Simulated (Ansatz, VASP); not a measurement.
## H7C5SNO5 (H7C5SNO5 (P2_1/c)): VASP beside Ansatz

Aim: how closely do two programs agree when they are given the same cell, functional and k mesh? Of the first pair: The structure shown is the start of the Ansatz relaxation below; VASP solves that cell, so the two are compared at the walk's first step.

Main program and level: Ansatz 0.2.0; plane waves, with VASP 6.6.1 beside it; PBE with D3(BJ).

**1. Starting point**

The cell holds 152 atoms: 56 H, 40 C, 8 S, 8 N and 40 O. Cell: a = 10.652 Å, b = 10.968 Å, c = 13.774 Å, α = 90.0°, β = 97.2°, γ = 90.1°. It derives from H7C5SNO5 (P2_1/c), repeated 1×1×2. As first built, before any earlier steps moved the atoms or strained the cell (in the runner's words): H7C5SNO5, space group P2_1/c, measured structure (Crystallography Open Database), 1 x 1 x 2 conventional cells; every coordinate displaced by a Gaussian of 0.03 A; bonds to H set to neutron lengths (C-H 1.089, N-H 1.015, O-H 0.983, B-H 1.19 A) where the measured ones are shorter.

**2. Ansatz: relaxation, PBE with D3(BJ)**

Ansatz runs on its default PAW (the set named soft_2) files.

The two programs are compared at the cell with which this relaxation starts, whose forces are those of its first step.

Input file input.yaml:

```yaml
crystal:
  lattice:
    - [10.65161, -0.00743, -0.0549]
    - [-0.00762, 10.96832, -0.00409]
    - [-1.64991, -0.00409, 13.67455]
  atoms:
    - { symbol: H, position: [0.9189, 0.39829, 0.1764] }
    - { symbol: H, position: [0.08172, 0.89681, 0.07327] }
    - { symbol: H, position: [0.08236, 0.60221, 0.32361] }
    - { symbol: H, position: [0.91947, 0.10356, 0.42588] }
    - { symbol: H, position: [0.13261, 0.34887, 0.44732] }
    - { symbol: H, position: [0.86879, 0.84905, 0.30262] }
    - { symbol: H, position: [0.86863, 0.65125, 0.05223] }
    - { symbol: H, position: [0.13343, 0.15125, 0.19748] }
    - { symbol: H, position: [0.39599, 0.26932, 0.14708] }
    - { symbol: H, position: [0.60475, 0.76961, 0.10371] }
    - { symbol: H, position: [0.60539, 0.73088, 0.35286] }
    - { symbol: H, position: [0.39641, 0.23057, 0.39688] }
    - { symbol: H, position: [0.74408, 0.53549, 0.17099] }
    - { symbol: H, position: [0.25631, 0.03439, 0.07861] }
    - { symbol: H, position: [0.25701, 0.46494, 0.32886] }
    - { symbol: H, position: [0.74493, 0.96589, 0.42042] }
    - { symbol: H, position: [0.51875, 0.45234, 0.15425] }
    - { symbol: H, position: [0.48173, 0.95219, 0.09575] }
    - { symbol: H, position: [0.48244, 0.54788, 0.34559] }
    - { symbol: H, position: [0.51953, 0.048, 0.40381] }
    - { symbol: H, position: [0.68169, 0.08155, 0.16036] }
    - { symbol: H, position: [0.31919, 0.58079, 0.09042] }
    - { symbol: H, position: [0.31986, 0.91879, 0.33975] }
    - { symbol: H, position: [0.68186, 0.41948, 0.40976] }
    - { symbol: H, position: [0.9007, 0.18061, 0.17322] }
    - { symbol: H, position: [0.10011, 0.6789, 0.07694] }
    - { symbol: H, position: [0.10078, 0.82, 0.32688] }
    - { symbol: H, position: [0.90097, 0.32151, 0.42274] }
    - { symbol: C, position: [0.72372, 0.43655, 0.16709] }
    - { symbol: C, position: [0.27681, 0.93557, 0.0828] }
    - { symbol: C, position: [0.27749, 0.56385, 0.33284] }
    - { symbol: C, position: [0.72443, 0.06472, 0.41647] }
    - { symbol: C, position: [0.60038, 0.38923, 0.1588] }
    - { symbol: C, position: [0.40021, 0.88873, 0.09132] }
    - { symbol: C, position: [0.40088, 0.61106, 0.34112] }
    - { symbol: C, position: [0.60101, 0.1115, 0.40825] }
    - { symbol: C, position: [0.58244, 0.25911, 0.15655] }
    - { symbol: C, position: [0.41829, 0.75869, 0.09395] }
    - { symbol: C, position: [0.41894, 0.74117, 0.34346] }
    - { symbol: C, position: [0.58287, 0.24153, 0.40599] }
    - { symbol: C, position: [0.69228, 0.18207, 0.16249] }
    - { symbol: C, position: [0.30851, 0.68125, 0.08809] }
    - { symbol: C, position: [0.30916, 0.8183, 0.33761] }
    - { symbol: C, position: [0.6926, 0.31903, 0.41182] }
    - { symbol: C, position: [0.81277, 0.23507, 0.17006] }
    - { symbol: C, position: [0.18794, 0.73378, 0.08022] }
    - { symbol: C, position: [0.18861, 0.76542, 0.33002] }
    - { symbol: C, position: [0.81319, 0.26658, 0.41941] }
    - { symbol: S, position: [0.15417, 0.36718, 0.11055] }
    - { symbol: S, position: [0.84681, 0.86734, 0.13983] }
    - { symbol: S, position: [0.84713, 0.6329, 0.38929] }
    - { symbol: S, position: [0.15481, 0.13286, 0.36028] }
    - { symbol: "N", position: [0.82662, 0.36016, 0.17242] }
    - { symbol: "N", position: [0.17398, 0.85881, 0.07752] }
    - { symbol: "N", position: [0.17467, 0.64034, 0.32758] }
    - { symbol: "N", position: [0.82722, 0.14153, 0.42183] }
    - { symbol: O, position: [0.29198, 0.37406, 0.15228] }
    - { symbol: O, position: [0.70877, 0.87486, 0.0989] }
    - { symbol: O, position: [0.70935, 0.62606, 0.3475] }
    - { symbol: O, position: [0.29238, 0.12576, 0.40257] }
    - { symbol: O, position: [0.14429, 0.41766, 0.99978] }
    - { symbol: O, position: [0.85838, 0.91823, 0.25059] }
    - { symbol: O, position: [0.85703, 0.58209, 0.49999] }
    - { symbol: O, position: [0.14562, 0.08217, 0.24956] }
    - { symbol: O, position: [0.07569, 0.45244, 0.16211] }
    - { symbol: O, position: [0.92547, 0.95194, 0.08769] }
    - { symbol: O, position: [0.92573, 0.5478, 0.33769] }
    - { symbol: O, position: [0.07548, 0.04797, 0.41157] }
    - { symbol: O, position: [0.10538, 0.23754, 0.10341] }
    - { symbol: O, position: [0.89442, 0.73747, 0.14678] }
    - { symbol: O, position: [0.89588, 0.76253, 0.39668] }
    - { symbol: O, position: [0.10667, 0.26256, 0.3529] }
    - { symbol: O, position: [0.46746, 0.20509, 0.14906] }
    - { symbol: O, position: [0.53333, 0.70511, 0.10163] }
    - { symbol: O, position: [0.53393, 0.79512, 0.35092] }
    - { symbol: O, position: [0.46783, 0.29507, 0.39864] }
    - { symbol: H, position: [0.91826, 0.39759, 0.6767] }
    - { symbol: H, position: [0.08122, 0.89697, 0.57393] }
    - { symbol: H, position: [0.08236, 0.6016, 0.82311] }
    - { symbol: H, position: [0.91889, 0.10281, 0.92641] }
    - { symbol: H, position: [0.13327, 0.34844, 0.94766] }
    - { symbol: H, position: [0.86722, 0.8486, 0.802] }
    - { symbol: H, position: [0.86726, 0.65127, 0.55215] }
    - { symbol: H, position: [0.13193, 0.15115, 0.69719] }
    - { symbol: H, position: [0.39512, 0.26932, 0.64655] }
    - { symbol: H, position: [0.60408, 0.76946, 0.60262] }
    - { symbol: H, position: [0.6053, 0.73064, 0.85356] }
    - { symbol: H, position: [0.39596, 0.23043, 0.89642] }
    - { symbol: H, position: [0.74372, 0.53497, 0.6711] }
    - { symbol: H, position: [0.25595, 0.03449, 0.57902] }
    - { symbol: H, position: [0.25713, 0.46448, 0.82857] }
    - { symbol: H, position: [0.74417, 0.96536, 0.92101] }
    - { symbol: H, position: [0.51821, 0.45221, 0.65412] }
    - { symbol: H, position: [0.48124, 0.9521, 0.59553] }
    - { symbol: H, position: [0.48251, 0.54761, 0.84573] }
    - { symbol: H, position: [0.51885, 0.04773, 0.90412] }
    - { symbol: H, position: [0.68054, 0.08118, 0.66028] }
    - { symbol: H, position: [0.31847, 0.58082, 0.5903] }
    - { symbol: H, position: [0.31956, 0.91839, 0.84] }
    - { symbol: H, position: [0.6817, 0.41903, 0.90953] }
    - { symbol: H, position: [0.89972, 0.17981, 0.67346] }
    - { symbol: H, position: [0.09948, 0.67913, 0.57741] }
    - { symbol: H, position: [0.10052, 0.81932, 0.82676] }
    - { symbol: H, position: [0.90067, 0.32069, 0.92282] }
    - { symbol: C, position: [0.72316, 0.43608, 0.66717] }
    - { symbol: C, position: [0.27634, 0.93565, 0.58312] }
    - { symbol: C, position: [0.27753, 0.5634, 0.83267] }
    - { symbol: C, position: [0.72376, 0.0642, 0.91687] }
    - { symbol: C, position: [0.59973, 0.38896, 0.65873] }
    - { symbol: C, position: [0.39969, 0.88871, 0.59128] }
    - { symbol: C, position: [0.40089, 0.61072, 0.84116] }
    - { symbol: C, position: [0.6004, 0.11114, 0.90851] }
    - { symbol: C, position: [0.58158, 0.25887, 0.65637] }
    - { symbol: C, position: [0.41768, 0.75866, 0.59376] }
    - { symbol: C, position: [0.41882, 0.74083, 0.84362] }
    - { symbol: C, position: [0.58243, 0.24119, 0.90601] }
    - { symbol: C, position: [0.69131, 0.18166, 0.66241] }
    - { symbol: C, position: [0.30786, 0.68129, 0.5881] }
    - { symbol: C, position: [0.30896, 0.81788, 0.83771] }
    - { symbol: C, position: [0.69227, 0.31855, 0.91178] }
    - { symbol: C, position: [0.81191, 0.23446, 0.67018] }
    - { symbol: C, position: [0.18735, 0.73391, 0.58056] }
    - { symbol: C, position: [0.18846, 0.76488, 0.82993] }
    - { symbol: C, position: [0.81279, 0.26592, 0.91954] }
    - { symbol: S, position: [0.15318, 0.36725, 0.61016] }
    - { symbol: S, position: [0.8456, 0.8672, 0.63919] }
    - { symbol: S, position: [0.84758, 0.63262, 0.88939] }
    - { symbol: S, position: [0.15376, 0.13251, 0.86001] }
    - { symbol: "N", position: [0.82594, 0.35953, 0.67259] }
    - { symbol: "N", position: [0.17347, 0.85896, 0.57797] }
    - { symbol: "N", position: [0.17463, 0.63979, 0.82732] }
    - { symbol: "N", position: [0.82666, 0.14087, 0.92219] }
    - { symbol: O, position: [0.29124, 0.37437, 0.65117] }
    - { symbol: O, position: [0.70816, 0.87426, 0.59653] }
    - { symbol: O, position: [0.7093, 0.62552, 0.84901] }
    - { symbol: O, position: [0.29176, 0.12527, 0.90107] }
    - { symbol: O, position: [0.14193, 0.41808, 0.49945] }
    - { symbol: O, position: [0.85416, 0.91766, 0.74998] }
    - { symbol: O, position: [0.85982, 0.58194, 0.0002] }
    - { symbol: O, position: [0.14251, 0.08192, 0.74919] }
    - { symbol: O, position: [0.07496, 0.45215, 0.66227] }
    - { symbol: O, position: [0.92514, 0.95227, 0.58824] }
    - { symbol: O, position: [0.92532, 0.54753, 0.83704] }
    - { symbol: O, position: [0.0752, 0.04756, 0.91192] }
    - { symbol: O, position: [0.10475, 0.2375, 0.60311] }
    - { symbol: O, position: [0.8938, 0.73752, 0.64659] }
    - { symbol: O, position: [0.89605, 0.76236, 0.89611] }
    - { symbol: O, position: [0.10576, 0.26229, 0.85323] }
    - { symbol: O, position: [0.46653, 0.205, 0.64877] }
    - { symbol: O, position: [0.53267, 0.70501, 0.6011] }
    - { symbol: O, position: [0.5338, 0.79486, 0.85136] }
    - { symbol: O, position: [0.46743, 0.29486, 0.89848] }
kpoints:
  mp_grid: { grid: [1, 1, 1] }
hamiltonian:
  xc: pbe
  dispersion: d3bj
scf:
  occupations: { method: fixed }
output:
  forces: true
  eigenvalues: true
  stress: true
relax:
  f_tol: 0.05
  max_steps: 70
```

On the command line:

```console
$ ansatz run input.yaml --threads 4 --pin off --max-ram 8192MiB --backend cpu --events-out ev --progress --plain --runs-dir out
```

Numbers of over 12 decimals in the logs are rounded to 6 here.

What it wrote:

```text
Warning: output.stress: scf.convergence.dr2_threshold = 1e-7 eV (the SCF's general default) is looser than the 1.08e-8 eV advised for a printed stress (1e-10 eV for each atom of the cell: 152, of which 108 are counted). What an SCF threshold leaves in a stress goes as its square root, and in the free energy as the threshold itself, and one threshold admits the most on a small cell: [figures from the program's tests c [...]
Engine: ansatz 0.2.0, x86_64-unknown-linux-gnu
Pseudopotentials: kind: paw
Pseudopotential: H, paw, valence charge 1, recommended cutoff 420 eV (normal), H.paw.azcp
Pseudopotential: C, paw, valence charge 4, recommended cutoff 420 eV (normal), C.paw.azcp
Pseudopotential: S, paw, valence charge 6, recommended cutoff 420 eV (normal), S.paw.azcp
Pseudopotential: N, paw, valence charge 5, recommended cutoff 420 eV (normal), N.paw.azcp
Pseudopotential: O, paw, valence charge 6, recommended cutoff 420 eV (normal), O.paw.azcp
Functional definition: PBE
  parameter kappa = 0.804
  parameter beta = 0.066725
  exchange = pbe_x(kappa = kappa, mu = beta*pi^2/3)
  correlation = pbe_c(beta = beta)
Crystal: 152 atoms, lattice volume = 1596.607 Å³
Basis set: ecut = 420 eV, 31235 PW (Γ), exchange–correlation on 144×150×192 points (8 copies of the dense FFT grid, shifted against one another)
Bands: 424, of which v1, the nominal top of the filled ones, is band 272 counted from 1 (271 counted from 0)
Symmetry: 1 space group operations
Space group: P1 (ITA 1), of the structure as read, at distance tolerance 1.2e-4 Å
k-points: 1
Non-local potential: H, projectors of the file, l = 0: 2, l = 1: 1
Non-local potential: C, projectors of the file, l = 0: 2, l = 1: 2, l = 2: 1
Non-local potential: S, projectors of the file, l = 0: 2, l = 1: 2, l = 2: 2
Non-local potential: N, projectors of the file, l = 0: 2, l = 1: 2, l = 2: 1
Non-local potential: O, projectors of the file, l = 0: 2, l = 1: 2, l = 2: 1
PAW form: soft (Blöchl's): semilocal exchange-correlation on the pseudo side does not see the compensation charge
PAW one-centre angular grid: H, 110 points (default); XC on 64 Gauss nodes
PAW one-centre angular grid: C, 110 points (default); XC on 64 Gauss nodes
PAW one-centre angular grid: S, 110 points (default); XC on 64 Gauss nodes
PAW one-centre angular grid: N, 110 points (default); XC on 64 Gauss nodes
PAW one-centre angular grid: O, 110 points (default); XC on 64 Gauss nodes
Initial density: superposition of atomic densities (neutral atoms: chi_scale 0, normalization atom), corrected by the library's trained network
Initial wavefunctions: pseudopotential atomic-orbital guess
Functional: x = pbe(κ = 0.804, μ = 0.219515), c = pbe(β = 0.066725)
SCF iter   1: F=—  HF=-43911.689612 eV  |F-HF|=—  |Δ(HF+E_count)|=         —  Δρ=3.82e-3  dr2=2.29e-1  ethr=1.77e-3  ⟨swp⟩=4.0  Hψ=1611  notcnv=0  defer=143
preconditioner: auto → Resta (q_TF=auto, 2.280 Å⁻¹)  ε∞=2.8  [insulator: Δε(μ)=3.759 eV  Ē_g=16.328 eV  n_scr=312 (ndim 8)  ℏωp=21.7 eV  f_vac=0.160  ε∞_Penn≈2.8]
SCF iter   2: F=—  HF=-43911.625869 eV  |F-HF|=—  |Δ(HF+E_count)|=   6.37e-2  Δρ=1.84e-3  dr2=3.59e-2  ethr=4.21e-5  ⟨swp⟩=2.0  Hψ=651  notcnv=0  defer=150
SCF iter   3: F=—  HF=-43911.648778 eV  |F-HF|=—  |Δ(HF+E_count)|=   2.29e-2  Δρ=8.29e-4  dr2=9.79e-3  ethr=6.59e-6  ⟨swp⟩=2.0  Hψ=482  notcnv=0  defer=150
SCF iter   4: F=—  HF=-43911.653605 eV  |F-HF|=—  |Δ(HF+E_count)|=   4.83e-3  Δρ=2.61e-4  dr2=1.17e-3  ethr=1.80e-6  ⟨swp⟩=2.0  Hψ=514  notcnv=0  defer=150
SCF iter   5: F=—  HF=-43911.653682 eV  |F-HF|=—  |Δ(HF+E_count)|=   7.76e-5  Δρ=1.16e-4  dr2=2.36e-4  ethr=2.15e-7  ⟨swp⟩=2.0  Hψ=542  notcnv=0  defer=150
SCF iter   6: F=-43911.653729 eV  HF=-43911.653731 eV  |F-HF|=1.91e-6  |Δ(HF+E_count)|=   4.90e-5  Δρ=4.12e-5  dr2=3.42e-5  ethr=1.15e-8  ⟨swp⟩=15.0  Hψ=2926  notcnv=0
SCF 1 converged in 6 iterations: F = -43911.653729 eV  dr2 = 3.42e-5
[...]
- { symbol: C, position: [0.183740, 0.739377, 0.089448] }
    - { symbol: C, position: [0.184405, 0.760201, 0.339600] }
    - { symbol: C, position: [0.817389, 0.260699, 0.410294] }
    - { symbol: S, position: [0.162796, 0.366751, 0.112830] }
    - { symbol: S, position: [0.837572, 0.866914, 0.137180] }
    - { symbol: S, position: [0.838295, 0.633372, 0.387194] }
    - { symbol: S, position: [0.163699, 0.133107, 0.362704] }
    - { symbol: N, position: [0.833692, 0.362338, 0.165284] }
    - { symbol: N, position: [0.166806, 0.861679, 0.084278] }
    - { symbol: N, position: [0.167342, 0.637861, 0.334573] }
    - { symbol: N, position: [0.834326, 0.138394, 0.415391] }
    - { symbol: O, position: [0.299019, 0.381909, 0.148311] }
    - { symbol: O, position: [0.701432, 0.882417, 0.101716] }
    - { symbol: O, position: [0.702021, 0.618072, 0.351950] }
    - { symbol: O, position: [0.299710, 0.117773, 0.398672] }
    - { symbol: O, position: [0.141968, 0.414582, 1.003342] }
    - { symbol: O, position: [0.858659, 0.914961, 0.246653] }
    - { symbol: O, position: [0.859584, 0.585499, 0.496666] }
    - { symbol: O, position: [0.143451, 0.085042, 0.253213] }
    - { symbol: O, position: [0.083818, 0.446501, 0.165299] }
    - { symbol: O, position: [0.917012, 0.946222, 0.084630] }
    - { symbol: O, position: [0.917205, 0.553740, 0.334571] }
    - { symbol: O, position: [0.083995, 0.053712, 0.414957] }
    - { symbol: O, position: [0.122822, 0.237166, 0.108960] }
    - { symbol: O, position: [0.876698, 0.737205, 0.141089] }
    - { symbol: O, position: [0.878090, 0.763009, 0.391009] }
    - { symbol: O, position: [0.124361, 0.262759, 0.358615] }
    - { symbol: O, position: [0.477272, 0.218772, 0.142472] }
    - { symbol: O, position: [0.523141, 0.718853, 0.107447] }
    - { symbol: O, position: [0.523807, 0.781324, 0.357462] }
    - { symbol: O, position: [0.478011, 0.281220, 0.392563] }
    - { symbol: H, position: [0.924810, 0.397302, 0.670241] }
    - { symbol: H, position: [0.074706, 0.896786, 0.579745] }
    - { symbol: H, position: [0.075945, 0.602405, 0.829542] }
    - { symbol: H, position: [0.925489, 0.103063, 0.920373] }
    - { symbol: H, position: [0.140710, 0.345783, 0.953587] }
    - { symbol: H, position: [0.859612, 0.846097, 0.796206] }
    - { symbol: H, position: [0.860110, 0.654209, 0.546433] }
    - { symbol: H, position: [0.140258, 0.153759, 0.703546] }
    - { symbol: H, position: [0.407254, 0.282020, 0.641990] }
    - { symbol: H, position: [0.592008, 0.782236, 0.607019] }
    - { symbol: H, position: [0.593422, 0.717982, 0.857718] }
    - { symbol: H, position: [0.408185, 0.217753, 0.892381] }
    - { symbol: H, position: [0.757220, 0.535934, 0.668961] }
    - { symbol: H, position: [0.242459, 0.035583, 0.580639] }
    - { symbol: H, position: [0.243607, 0.463884, 0.830704] }
    - { symbol: H, position: [0.757693, 0.964339, 0.919451] }
    - { symbol: H, position: [0.533894, 0.460088, 0.652376] }
    - { symbol: H, position: [0.465626, 0.960071, 0.596918] }
    - { symbol: H, position: [0.466883, 0.539866, 0.847227] }
    - { symbol: H, position: [0.534523, 0.039914, 0.902906] }
    - { symbol: H, position: [0.683465, 0.092409, 0.648376] }
    - { symbol: H, position: [0.315592, 0.592199, 0.601298] }
    - { symbol: H, position: [0.317078, 0.907451, 0.851485] }
    - { symbol: H, position: [0.684701, 0.407720, 0.898328] }
    - { symbol: H, position: [0.900966, 0.184393, 0.661885] }
    - { symbol: H, position: [0.098252, 0.683856, 0.588010] }
    - { symbol: H, position: [0.099651, 0.815295, 0.838050] }
    - { symbol: H, position: [0.902014, 0.315982, 0.911830] }
    - { symbol: C, position: [0.734337, 0.439534, 0.662744] }
    - { symbol: C, position: [0.265192, 0.939229, 0.586864] }
    - { symbol: C, position: [0.266435, 0.560291, 0.836964] }
    - { symbol: C, position: [0.734980, 0.060688, 0.913123] }
    - { symbol: C, position: [0.612093, 0.396098, 0.654490] }
    - { symbol: C, position: [0.387360, 0.895968, 0.594960] }
    - { symbol: C, position: [0.388649, 0.603804, 0.845195] }
    - { symbol: C, position: [0.612819, 0.103984, 0.904885] }
    - { symbol: C, position: [0.590776, 0.269000, 0.649520] }
    - { symbol: C, position: [0.408505, 0.768914, 0.599961] }
    - { symbol: C, position: [0.409895, 0.730907, 0.850242] }
    - { symbol: C, position: [0.591709, 0.231036, 0.899741] }
    - { symbol: C, position: [0.696513, 0.190754, 0.652638] }
    - { symbol: C, position: [0.302674, 0.690521, 0.597016] }
    - { symbol: C, position: [0.304114, 0.809093, 0.847187] }
    - { symbol: C, position: [0.697571, 0.309396, 0.902707] }
    - { symbol: C, position: [0.816119, 0.239842, 0.660258] }
    - { symbol: C, position: [0.183149, 0.739438, 0.589532] }
    - { symbol: C, position: [0.184542, 0.759926, 0.839589] }
    - { symbol: C, position: [0.817089, 0.260440, 0.910323] }
    - { symbol: S, position: [0.162156, 0.366631, 0.612641] }
    - { symbol: S, position: [0.836766, 0.866978, 0.636968] }
    - { symbol: S, position: [0.838690, 0.633214, 0.887044] }
    - { symbol: S, position: [0.163112, 0.132962, 0.862783] }
    - { symbol: N, position: [0.833188, 0.362178, 0.665360] }
    - { symbol: N, position: [0.166243, 0.861747, 0.584425] }
    - { symbol: N, position: [0.167544, 0.637584, 0.834423] }
    - { symbol: N, position: [0.833959, 0.138133, 0.915569] }
    - { symbol: O, position: [0.298512, 0.382053, 0.647553] }
    - { symbol: O, position: [0.700836, 0.882150, 0.600656] }
    - { symbol: O, position: [0.702309, 0.617995, 0.852152] }
    - { symbol: O, position: [0.299264, 0.117673, 0.898285] }
[...]
- { symbol: O, position: [0.122512, 0.236956, 0.608951] }
    - { symbol: O, position: [0.876306, 0.737383, 0.641156] }
    - { symbol: O, position: [0.878574, 0.762826, 0.890661] }
    - { symbol: O, position: [0.123740, 0.262605, 0.858900] }
    - { symbol: O, position: [0.476699, 0.218734, 0.642213] }
    - { symbol: O, position: [0.522513, 0.718832, 0.607123] }
    - { symbol: O, position: [0.523952, 0.781226, 0.857537] }
    - { symbol: O, position: [0.477698, 0.281142, 0.892428] }
```

[end of part 1 of 2]

[Lines on the potential files, build, host, timing and source positions are cut from VASP's logs without a mark.]

[Logs are printed without paths, hosts, clocks, repeated set-up lines and the standing remarks that a program may print on its own settings, such as how far it seeks lower states.]

[Hosts, paths, dates, database ids (printed as entryN), source tags and the programs' standing remarks are cut or masked in the printed files.]
